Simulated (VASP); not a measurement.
# A VASP study of CdTe (PBE + D3(BJ)): structure first, properties next, part 3 of 6

Aim: relax CdTe, then compute properties on the relaxed cell. The start is a cell from a database of measured crystal structures.

VASP 6.6.1, plane waves and PAW; the level of theory is named at each step.

So far, gap on the k-mesh (eV): 0.725 in steps 2, 3 and 4. The relaxed cell has a = 6.509 Å (conventional setting).

## 6. Density of states (PBE + D3(BJ))

Level of this step: PBE with D3(BJ); plane waves and PAW (Cd, Te) (VASP).

Here the states are counted by energy and projected on the atoms. The mesh is finer than in the run before.

INCAR reads:

```
SYSTEM = CdTe
PREC = Accurate
ENCUT = 400
EDIFF = 1E-06
NELM = 100
ISMEAR = -5
SIGMA = 0.05
LREAL = .FALSE.
ALGO = Normal
GGA = PE
IVDW = 12
NBANDS = 21
LORBIT = 11
LWAVE = .FALSE.
LCHARG = .FALSE.
KPAR = 2
NEDOS = 2001
```

POSCAR reads:

```
CdTe
1.0
    0.0000000000      3.2547367159      3.2547367159
    3.2547367159      0.0000000000      3.2547367159
    3.2547367159      3.2547367159      0.0000000000
Cd Te
1 1
Direct
    0.0000000000      0.0000000000      0.0000000000
    0.2500000000      0.2500000000      0.2500000000
```

KPOINTS reads:

```
Automatic mesh
0
Gamma
8 8 8
0 0 0
```

PAW data sets: Cd and Te (PBE family, release 64).

Run with:

```
mpirun -np 2 vasp_std
```

What it wrote:

```text
[... set-up lines as in an earlier step ...]
 entering main loop
       N       E                     dE             d eps       ncg     rms          rms(c)
DAV:   1     0.906144541411E+02    0.90614E+02   -0.69962E+03  1242   0.598E+02
DAV:   2    -0.149545835255E+01   -0.92110E+02   -0.87686E+02  1401   0.179E+02
DAV:   3    -0.498481106537E+01   -0.34894E+01   -0.34739E+01  1461   0.354E+01
DAV:   4    -0.501737684825E+01   -0.32566E-01   -0.32562E-01  1589   0.306E+00
DAV:   5    -0.501760090170E+01   -0.22405E-03   -0.22405E-03  1492   0.209E-01    0.550E+00
DAV:   6    -0.480082986379E+01    0.21677E+00   -0.26334E-01  1379   0.548E+00    0.448E+00
DAV:   7    -0.478471054635E+01    0.16119E-01   -0.91267E-02  1428   0.163E+00    0.170E+00
DAV:   8    -0.478569685925E+01   -0.98631E-03   -0.10818E-02  1361   0.910E-01    0.422E-01
DAV:   9    -0.478598139959E+01   -0.28454E-03   -0.93816E-04  1369   0.271E-01    0.983E-02
DAV:  10    -0.478602386616E+01   -0.42467E-04   -0.10292E-04  1414   0.913E-02    0.554E-02
DAV:  11    -0.478605782681E+01   -0.33961E-04   -0.63060E-05  1308   0.411E-02    0.358E-02
DAV:  12    -0.478605739104E+01    0.43577E-06   -0.19227E-06  1390   0.947E-03
   1 F= -.54593660E+01 E0= -.54593660E+01  d E =0.000000E+00
```

It took 12 s on 2 MPI ranks of AMD EPYC 9R14 (Zen 4), shared host; peak memory 0.32 GiB.

OUTCAR, selected parts (step 6):

```text
   k-points           NKPTS =     29   k-points in BZ     NKDIM =     29   number of bands    NBANDS=     21

   NELECT =      18.0000    total number of electrons

 E-fermi :   2.2369

 k-point     1 :       0.0000    0.0000    0.0000
  band No.  band energies     occupation
    ...
      5      -5.7602      2.00000
      6      -5.7602      2.00000
      7       2.2284      2.00000
      8       2.2284      2.00000
      9       2.2284      2.00000
     10       2.9579      0.00000
     11       6.8390      0.00000
     12       6.8390      0.00000
     13       6.8390      0.00000
     14       9.6733      0.00000
    ...

 Edisp (eV)   -0.67331

  Total      -0.01567    -0.01567    -0.01567     0.00000     0.00000    -0.00000
  in kB      -0.36407    -0.36407    -0.36407     0.00000     0.00000    -0.00000
  external pressure =       -0.36 kB  Pullay stress =        0.00 kB

  FREE ENERGIE OF THE ION-ELECTRON SYSTEM (eV)
  ---------------------------------------------------
  free  energy   TOTEN  =        -5.4593660205 eV

  energy  without entropy=       -5.4593660205  energy(sigma->0) =       -5.45936602

[... 7 parts as in an earlier step ...]

[... 10 further parts left out ...]
```

This step gave:

| Property | Result |
| --- | --- |
| irreducible k-points | 29 |
| free energy (TOTEN) | -5.459 eV |
| Fermi energy | 2.237 eV |
| pressure | -0.03641 GPa |
| gap on the k-mesh | 0.7295 eV |
| least direct gap on the k-mesh | 0.7295 eV |

The density of states has structure finer than the step of the table below, so its rows give means over 1 eV, whole bins alone (the curve runs from -12.0 to 8.65 eV). Peaks (eV: height): total -10.7: 8.33, -8.2: 38.0, -8.0: 42.0, -4.1: 6.18; Te p -8.2: 0.520, -4.1: 1.38, -1.7: 0.931, 3.2: 0.316; Cd s -4.1: 1.40, 3.0: 0.421; Cd d -8.2: 34.9, -8.0: 39.6; Te s -10.7: 4.81.

States under -12.0 eV and over 8.7 eV are left out. The density of states by energy, zero at the valence-band top; means over each step; values in states/eV/cell:

```
energy (eV)    total    Te p     Cd s     Cd d     Te s
        -11     1.99  2.0e-4   0.0308    0.202     1.15
        -10        0       0        0        0        0
         -9        0       0        0        0        0
         -8     9.69  0.0671   0.0138     8.87    0.111
         -7    0.252  4.2e-4   7.3e-4    0.205   0.0247
         -6        0       0        0        0        0
         -5        0       0        0        0        0
         -4     1.44   0.323    0.304   0.0285   0.0252
         -3    0.386  0.0903   0.0639   0.0177   0.0202
         -2     1.90   0.649   0.0359   0.0589   0.0131
         -1     2.01   0.810   0.0141   0.0868  0.00524
          0    0.225   0.102   6.5e-4   0.0141   2.6e-4
          1  0.00731  9.7e-4  0.00177        0  0.00119
          2    0.328  0.0455   0.0730  0.00298   0.0320
          3     1.69   0.231    0.301   0.0331   0.0711
          4    0.843  0.0843   0.0514   0.0174   0.0222
          5     1.70   0.148   0.0377   0.0375   0.0144
          6     1.76   0.166   0.0176   0.0414   0.0240
          7     1.37   0.171   0.0156   0.0392   0.0175
          8     1.64   0.167   0.0263   0.0600   0.0135
```

The gap on this mesh is 0.73 eV. In the top eV of the valence band the largest shares in the PAW spheres are Te p 43 % and Cd d 5 %. The rest lies in smaller channels or between the spheres.

## 7. Independent-particle dielectric function (PBE + D3(BJ))

LOPTICS sums transitions from filled to empty bands. NBANDS is raised for it.

INCAR reads:

```
SYSTEM = CdTe
PREC = Accurate
ENCUT = 400
EDIFF = 1E-06
NELM = 100
ISMEAR = 0
SIGMA = 0.05
LREAL = .FALSE.
ALGO = Normal
GGA = PE
IVDW = 12
NBANDS = 25
LORBIT = 11
LWAVE = .FALSE.
LCHARG = .FALSE.
KPAR = 2
LOPTICS = .TRUE.
NEDOS = 1500
CSHIFT = 0.1
```

POSCAR is that of step 6.

KPOINTS is that of step 6.

Run with:

```
mpirun -np 2 vasp_std
```

What it wrote:

```text
[... set-up lines as in an earlier step ...]
 entering main loop
       N       E                     dE             d eps       ncg     rms          rms(c)
DAV:   1     0.924965835467E+02    0.92497E+02   -0.68121E+03  1522   0.504E+02
DAV:   2    -0.140531146603E+01   -0.93902E+02   -0.88197E+02  1753   0.158E+02
DAV:   3    -0.498715692628E+01   -0.35818E+01   -0.35641E+01  1825   0.311E+01
DAV:   4    -0.501724360126E+01   -0.30087E-01   -0.30083E-01  1803   0.262E+00
DAV:   5    -0.501759681508E+01   -0.35321E-03   -0.35321E-03  1846   0.240E-01    0.550E+00
DAV:   6    -0.480094450794E+01    0.21665E+00   -0.20606E-01  1671   0.460E+00    0.441E+00
DAV:   7    -0.478471146659E+01    0.16233E-01   -0.81899E-02  1760   0.136E+00    0.172E+00
DAV:   8    -0.478573729860E+01   -0.10258E-02   -0.10546E-02  1661   0.774E-01    0.386E-01
DAV:   9    -0.478593666830E+01   -0.19937E-03   -0.64649E-04  1662   0.196E-01    0.116E-01
DAV:  10    -0.478601901441E+01   -0.82346E-04   -0.95037E-05  1651   0.609E-02    0.479E-02
DAV:  11    -0.478605681983E+01   -0.37805E-04   -0.46639E-05  1571   0.266E-02    0.227E-02
DAV:  12    -0.478605700991E+01   -0.19008E-06   -0.11680E-06  1854   0.502E-03
   1 F= -.54593656E+01 E0= -.54593656E+01  d E =-.511372E-12
 optical routines
 imaginary and real dielectric function
 recalculating local potential from charge density
 direction            1
 direction            2
 direction            3
```

Run time: 15 s. Hardware: 2 MPI ranks; peak memory 0.38 GiB; 27 s of CPU time.

Parts of OUTCAR (step 7):

```text
   k-points           NKPTS =     29   k-points in BZ     NKDIM =     29   number of bands    NBANDS=     25

   NELECT =      18.0000    total number of electrons

 E-fermi :   2.4499

 k-point     1 :       0.0000    0.0000    0.0000
  band No.  band energies     occupation
    ...
      5      -5.7612      2.00000
      6      -5.7612      2.00000
      7       2.2286      2.00000
      8       2.2286      2.00000
      9       2.2286      2.00000
     10       2.9575      0.00000
     11       6.8387      0.00000
     12       6.8387      0.00000
     13       6.8387      0.00000
     14       9.6727      0.00000
    ...

 Edisp (eV)   -0.67331

  Total      -0.01242    -0.01242    -0.01242    -0.00000    -0.00000     0.00000
  in kB      -0.28855    -0.28855    -0.28855    -0.00000    -0.00000     0.00000
  external pressure =       -0.29 kB  Pullay stress =        0.00 kB

  FREE ENERGIE OF THE ION-ELECTRON SYSTEM (eV)
  ---------------------------------------------------
  free  energy   TOTEN  =        -5.4593656394 eV

  energy  without entropy=       -5.4593656394  energy(sigma->0) =       -5.45936564

 plasma frequency squared (from intraband transitions) (eV^2)
  --------------------------------------------------------------------------------------
       0.000      -0.000       0.000
      -0.000       0.000       0.000
       0.000       0.000       0.000

[... 8 parts as in an earlier step ...]

[... 9 further parts left out ...]
```

With so small a gap the low-energy part of the spectrum hangs on the few k-points near the gap and is not converged. These are independent-particle spectra without excitons or local fields, and fine structure depends on the mesh and on CSHIFT.

Numbers from this step:

```
bands                          : 25
Fermi energy                   : 2.450 eV
pressure                       : -0.02886 GPa
gap on the k-mesh              : 0.7289 eV
least direct gap on the k-mesh : 0.7289 eV
```

The imaginary dielectric function, xx has structure finer than the step of the table below, so its rows give means over 1 eV, whole bins alone (the curve runs from 0 to 25.0 eV). Peaks (eV: height): 0.8: 7.38, 1.7: 6.47, 2.4: 11.6, 3.2: 10.8, 4.3: 18.8, 5.2: 11.1.

The imaginary dielectric function, xx by photon energy; means over each step:

photon energy (eV), imaginary dielectric function, xx and a bar:
```
        1        2.5 #######
        2        4.9 ##############
        3        7.6 ######################
        4       10.1 ##############################
        5        9.0 ###########################
        6        6.8 ####################
        7        3.9 ###########
        8        2.1 ######
        9        1.3 ###
       10        1.1 ###
       11        0.9 ##
       12        0.6 #
       13        0.7 ##
       14        0.5 #
       15        0.5 #
       16        0.4 #
       17        0.3 
       18        0.3 
       19        0.4 #
       20        0.3 
       21        0.3 
       22        0.2 
       23        0.2 
       24        0.2
```

The real dielectric function, xx by photon energy:

photon energy (eV), real dielectric function, xx and a bar from the least value:
```
        0       11.0 ##############################
        1        7.4 #######################
        2        9.7 ###########################
        3       10.3 #############################
        4        7.9 ########################
        5        2.5 #############
        6       -2.9 ##
        7       -4.1 
        8       -1.7 #####
        9       -1.4 #####
       10       -1.1 ######
       11       -0.3 ########
       12       -0.2 ########
       13        0.1 ########
       14       -0.2 ########
       15        0.2 #########
       16        0.3 #########
       17        0.3 #########
       18        0.4 #########
       19        0.4 #########
       20        0.5 #########
       21        0.5 #########
       22        0.5 #########
       23        0.6 #########
       24        0.5 #########
```

The mean of ε2 over directions passes 5 % of its top at 0.49 eV, against a least direct gap of 0.73 eV on this mesh; what lies under the gap is the tail of the broadening by CSHIFT.

## 8. Core-level energies (PBE + D3(BJ))

ICORELEVEL = 1 prints the core eigenvalues in the potential of the ground state.

INCAR: that of step 7 with these lines changed.

```diff
@@ -11,3 +11,3 @@
 IVDW = 12
-NBANDS = 25
+NBANDS = 15
 LORBIT = 11
@@ -16,4 +16,2 @@
 KPAR = 2
-LOPTICS = .TRUE.
-NEDOS = 1500
-CSHIFT = 0.1
+ICORELEVEL = 1
```

POSCAR is that of step 7.

KPOINTS reads:

```
Automatic mesh
0
Gamma
5 5 5
0 0 0
```

Run with:

```
mpirun -np 2 vasp_std
```

What it wrote:

```text
[... set-up lines as in an earlier step ...]
 entering main loop
       N       E                     dE             d eps       ncg     rms          rms(c)
[... 13 cycles as in an earlier step ...]
   1 F= -.54416267E+01 E0= -.54416267E+01  d E =-.314998E-16
```

The job ended after 5.2 s (2 MPI ranks; peak memory 0.29 GiB).

OUTCAR, selected parts (step 8):

```text
   NELECT =      18.0000    total number of electrons

 the core state eigenenergies are
   1-  1s -26513.6562  2s  -3930.8324  2p  -3526.0866  3s   -727.7068  3p   -594.9960
       3d   -387.4470  4s    -99.8920  4p    -60.9495
   2-  1s -31613.0074  2s  -4840.5884  2p  -4343.9840  3s   -956.8044  3p   -795.4622
       3d   -551.7126  4s   -156.3086  4p   -106.3469  4d    -33.6676

 E-fermi :   2.5151

 Edisp (eV)   -0.67331

[... 19 parts as in an earlier step ...]

[... 2 further parts left out ...]
```

These are scalar-relativistic Kohn-Sham levels of the ground state, with no core hole, so they are not binding energies.

This step gave:

| Quantity | Value |
| --- | --- |
| SCF cycles | 13 |
| bands | 15 |
| irreducible k-points | 10 |
| free energy (TOTEN) | -5.442 eV |
| Fermi energy | 2.515 eV |
| pressure | 0.01478 GPa |
| gap on the k-mesh | 0.7247 eV |
| least direct gap on the k-mesh | 0.7247 eV |

Kohn-Sham core levels. Core levels, by row:

```
atom  shell  level below the valence-band top (eV)
 Cd1     1s                                  26516
 Cd1     2s                                   3933
 Cd1     2p                                   3528
 Cd1     3s                                  729.9
 Cd1     3p                                  597.2
 Cd1     3d                                  389.7
 Cd1     4s                                  102.1
 Cd1     4p                                  63.19
 Te2     1s                                  31615
 Te2     2s                                   4843
 Te2     2p                                   4346
 Te2     3s                                    959
 Te2     3p                                  797.7
 Te2     3d                                    554
 Te2     4s                                  158.5
 Te2     4p                                  108.6
 Te2     4d                                  35.91
```

(Part 3 of 6 ends here.)

[Lines on the potential files, build, host, timing and source positions are cut from VASP's logs without a mark.]

[Logs are printed without paths, hosts, clocks, repeated set-up lines and the standing remarks that a program may print on its own settings, such as how far it seeks lower states.]

[Hosts, paths, dates, database ids (printed as entryN), source tags and the programs' standing remarks are cut or masked in the printed files.]

[A measured line is paired with the nearest computed mode of its activity, which favours agreement.]
